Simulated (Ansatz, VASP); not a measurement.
Two plane-wave programs on CoC3

```xyz
4
Lattice="3.1747 0.0000 0.0000 0.0000 3.1747 0.0000 0.0000 0.0000 3.1747" Properties=species:S:1:pos:R:3 pbc="T T T"
Co    0.0000    0.0000    0.0000
C     0.0000    1.5874    1.5874
C     1.5874    0.0000    1.5874
C     1.5874    1.5874    0.0000
```

Alike in both runs: task single point; functional PBE; k mesh 6 × 6 × 6; occupations gaussian, width 0.1 eV; collinear spin.

```csv
,VASP,Ansatz
version,VASP 6.6.1,Ansatz 0.2.0
potentials or method,"VASP PAW PBE potentials, release 64 (Co, C)","scalar-relativistic, plane waves, PAW"
plane-wave cutoff (eV),520,420
valence electrons in the cell,21,29
```

Ansatz gave:

| Property | Result |
| --- | --- |
| gap on the k mesh at the Fermi level (eV) | none |
| pressure (GPa) | -11.2 |
| net moment per atom (μB) | 0.02 |
| size of the moment on the site where the two differ most (μB) | 0.07 |

Q: What did VASP give for the same quantities?

A: gap on the k mesh at the Fermi level (eV): none; pressure (GPa): -13.1; net moment per atom (μB): 0.19; size of the moment on the site where the two differ most (μB): 0.74.

The net moments differ so much that the two runs ended in different magnetic states, which moves the other rows too. Site moments also hang on the region over which each program counts them. A gap of «none» marks a metal or a gap that the smearing closes. The two sets of potentials don't hold the same shells in valence. Ansatz warned: «seeded_moment_not_kept».
